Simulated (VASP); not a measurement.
Output of a VASP run:

OUTCAR:
```
 ion  position               nearest neighbor table
   1  0.000  0.000  0.000-
  LATTYP: Found a face centered cubic cell.
 ALAT       =     5.6666060000
 Subroutine PRICEL returns:
 Original cell was already a primitive cell.
 Subroutine GETGRP returns: Found 48 space group operations
The static configuration has the point symmetry O_h .
The dynamic configuration has the point symmetry O_h .
 Subroutine INISYM returns: Found 48 space group operations
 Subroutine IBZKPT returns following result:
 Found     29 irreducible k-points:

 Following reciprocal coordinates:
            Coordinates               Weight
  0.000000  0.000000  0.000000      1.000000
  0.125000  0.000000  0.000000      8.000000
  0.250000  0.000000  0.000000      8.000000
  0.375000  0.000000  0.000000      8.000000
  0.500000  0.000000  0.000000      4.000000
  0.125000  0.125000  0.000000      6.000000
  0.250000  0.125000  0.000000     24.000000
  0.375000  0.125000  0.000000     24.000000
  0.500000  0.125000  0.000000     24.000000
 -0.375000  0.125000  0.000000     24.000000
 -0.250000  0.125000  0.000000     24.000000
 -0.125000  0.125000  0.000000     12.000000
  0.250000  0.250000  0.000000      6.000000
  0.375000  0.250000  0.000000     24.000000
  0.500000  0.250000  0.000000     24.000000
 -0.375000  0.250000  0.000000     24.000000
 -0.250000  0.250000  0.000000     12.000000
  0.375000  0.375000  0.000000      6.000000
  0.500000  0.375000  0.000000     24.000000
 -0.375000  0.375000  0.000000     12.000000
  0.500000  0.500000  0.000000      3.000000
  0.375000  0.250000  0.125000     24.000000
  0.500000  0.250000  0.125000     48.000000
 -0.375000  0.250000  0.125000     24.000000
  0.500000  0.375000  0.125000     24.000000
 -0.375000  0.375000  0.125000     48.000000
 -0.250000  0.375000  0.125000     24.000000
 -0.375000  0.500000  0.125000     12.000000
 -0.250000  0.500000  0.250000      6.000000
   k-points           NKPTS =     29   k-points in BZ     NKDIM =     29   number of bands    NBANDS=      9
   number of dos      NEDOS =    301   number of ions     NIONS =      1
   total plane-waves  NPLWV =  13824
   dimension x,y,z NGX =    24 NGY =   24 NGZ =   24
   dimension x,y,z NGXF=    48 NGYF=   48 NGZF=   48
   ions per type =               1
   PREC   = accura    normal or accurate (medium, high low for compatibility)
   ISTART =      0    job   : 0-new  1-cont  2-samecut
   ICHARG =      2    charge: 1-file 2-atom 10-const
   ISPIN  =      1    spin polarized calculation?
   LNONCOLLINEAR =      F non collinear calculations
   LSORBIT =      F    spin-orbit coupling
   INIWAV =      1    electr: 0-lowe 1-rand  2-diag
   ENCUT  =  300.0 eV  22.05 Ry    4.70 a.u.   5.66  5.66  5.66*2*pi/ulx,y,z
   NELM   =    100;   NELMIN=  2; NELMDL= -5     # of ELM steps
   EDIFF  = 0.1E-05   stopping-criterion for ELM
   LREAL  =      F    real-space projection
   NLSPLINE    = F    spline interpolate recip. space projectors
   LMAXMIX     =    2 max onsite mixed and CHGCAR
   VOSKOWN=      0    Vosko Wilk Nusair interpolation
   EDIFFG = 0.1E-04   stopping-criterion for IOM
   NSW    =      0    number of steps for IOM
   NBLOCK =      1;   KBLOCK =      1    inner block; outer block
   IBRION =     -1    ionic relax: 0-MD 1-quasi-New 2-CG
   NFREE  =      0    steps in history (QN), initial steepest desc. (CG)
   ISIF   =      2    stress and relaxation
   ISYM   =      2    0-nonsym 1-usesym 2-fastsym
   TEIN   =    0.0    initial temperature
   TEBEG  =    0.0;   TEEND  =   0.0 temperature during run
   SMASS  =  -3.00    Nose mass-parameter (am)
   PSTRESS=    0.0 pullay stress
   NELECT =      10.0000    total number of electrons
   EFERMI =   0.00;   METHOD = LEGACY
   ISMEAR =     0;   SIGMA  =   0.30  broadening in eV -4-tet -1-fermi 0-gaus
   IALGO  =     38    algorithm
   LDIAG  =      T    sub-space diagonalisation (order eigenvalues)
...
```

File OSZICAR:
```
       N       E                     dE             d eps       ncg     rms          rms(c)
DAV:   1     0.413101940934E+02    0.41310E+02   -0.39046E+03   546   0.671E+02
DAV:   2    -0.119014139090E+01   -0.42500E+02   -0.42341E+02   554   0.178E+02
DAV:   3    -0.193256211267E+01   -0.74242E+00   -0.74002E+00   794   0.245E+01
DAV:   4    -0.195409826746E+01   -0.21536E-01   -0.21497E-01   781   0.321E+00
DAV:   5    -0.195449094176E+01   -0.39267E-03   -0.39247E-03   860   0.281E-01    0.220E+00
DAV:   6    -0.195170618963E+01    0.27848E-02   -0.12260E-02   648   0.128E+00    0.136E+00
DAV:   7    -0.195390921122E+01   -0.22030E-02   -0.14652E-02   639   0.147E+00    0.977E-02
DAV:   8    -0.195346662712E+01    0.44258E-03   -0.24013E-03   637   0.518E-01    0.187E-02
DAV:   9    -0.195348349287E+01   -0.16866E-04   -0.14352E-04   837   0.739E-02    0.901E-03
DAV:  10    -0.195348484087E+01   -0.13480E-05   -0.15572E-05   732   0.450E-02    0.339E-03
DAV:  11    -0.195348449903E+01    0.34184E-06   -0.10432E-06   666   0.120E-02
   1 F= -.19534845E+01 E0= -.19266060E+01  d E =-.537571E-01
```

### OUTCAR
```
------------------------ aborting loop because EDIFF is reached ----------------------------------------
  FORCE on cell =-STRESS in cart. coord.  units (eV):
  Direction    XX          YY          ZZ          XY          YZ          ZX
  --------------------------------------------------------------------------------------
  Total       -0.3606716     -0.3606716     -0.3606716     -0.0000000      0.0000000     -0.0000000
  in kB      -12.7032087    -12.7032087    -12.7032087     -0.0000000      0.0000000     -0.0000000
  external PRESSURE =     -12.7032087 kB  Pullay stress =       0.0000000 kB
  volume of cell :       45.49
      direct lattice vectors                 reciprocal lattice vectors
     0.000000000  2.833303000  2.833303000    -0.176472478  0.176472478  0.176472478
     2.833303000  0.000000000  2.833303000     0.176472478 -0.176472478  0.176472478
     2.833303000  2.833303000  0.000000000     0.176472478  0.176472478 -0.176472478
 POSITION                                       TOTAL-FORCE (eV/Angst)
 -----------------------------------------------------------------------------------
      0.00000      0.00000      0.00000         0.000000     -0.000000     -0.000000
 -----------------------------------------------------------------------------------
    total drift:                               -0.000000     -0.000000     -0.000000
  FREE ENERGIE OF THE ION-ELECTRON SYSTEM (eV)
  ---------------------------------------------------
  free  energy   TOTEN  =        -1.9534844990 eV

  energy  without entropy=       -1.8997274219  energy(sigma->0) =       -1.92660596
```
(Selected blocks of OUTCAR.)

**POSCAR**
```
Ca
1
    0.0000000000     2.8333030000     2.8333030000
    2.8333030000     0.0000000000     2.8333030000
    2.8333030000     2.8333030000     0.0000000000
Ca
1
Direct
  0.0000000000   0.0000000000   0.0000000000
```

### Question
Write an INCAR and KPOINTS that could have produced this output.

### Answer
This is not unique; one that fits is the input of the run itself, PBE GGA, plane waves, VASP's PBE PAW potentials (set 64).

### INCAR
```
SYSTEM=Ca
ISMEAR=0   # Gaussian
ALGO=Normal   # blocked Davidson
ENCUT=300   # plane-wave cut-off (eV)
LCHARG=.False.
PREC=Accurate
GGA=PE   # PBE
LWAVE=.False.
EDIFF=1E-6   # SCF stop (eV)
LREAL=.False.   # projection in real space or not
LASPH=.True.   # aspherical one-centre terms
ISIF=2
NELM=100
SIGMA=0.3   # width (eV)
```

KPOINTS:
```
Automatic mesh
0
Gamma
8 8 8
0 0 0
```

POTCAR, in this order: Ca_sv (PBE.64 set). Program: vasp_std.

At this cut-off the stress carries a Pulay error, which pulls relaxed volumes low.

The structure comes from a computed database's Ca entry; how it stands against other phases isn't given here. The cell was not relaxed at this level. The run is one of a series of settings (SIGMA = 0.3, KPOINTS 8×8×8 Γ-centred mesh against the base run), some of them coarse on purpose.
